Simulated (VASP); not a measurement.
GdN:

```xyz
4
Lattice="2.5350 2.5350 5.0700 5.0700 2.5350 2.5350 2.5350 5.0700 2.5350" Properties=species:S:1:pos:R:3 pbc="T T T"
Gd    0.0000    0.0000    0.0000
Gd    5.0700    5.0700    5.0700
N     2.5350    2.5350    2.5350
N     7.6050    7.6050    7.6050
```

The cell comes from a database or a generator and needn't be the stable form of this composition.

Base run:

* Program: VASP 6.6.1
* Functional: PBE
* Potentials or basis: VASP PAW PBE potentials, release 64 (Gd, N)
* Cutoff: 520 eV
* k mesh: 7 × 7 × 7
* Occupations: fermi-dirac, width 0.05 eV
* Spin: collinear spin, ferromagnetic start
* Starting moments: [7.0, 7.0, 0.0, 0.0] μB
* Hubbard terms: Gd f U = 6 eV

Its results: band gap on the k mesh none (metal or under the smearing width); pressure -5.3 GPa; net moment 14.00 μB per cell; site moments Gd +6.87; N -0.11 μB.

Task: The run is repeated on the same cell with these changes: spin from collinear spin, ferromagnetic start to collinear spin, antiferromagnetic start; moments at the start from [7.0, 7.0, 0.0, 0.0] to [7.0, -7.0, 0.0, 0.0]. What comes out?

Result: Band gap on the k mesh 0.25 eV; pressure -5.1 GPa; net moment 0.00 μB per cell; site moments Gd +6.86, -6.86; N +0.00 μB.

Caveats: spin-orbit coupling is left out, which moves the levels of the heavy elements; an odd mesh through Γ misses points on the zone boundary, where band edges often lie (some runs).
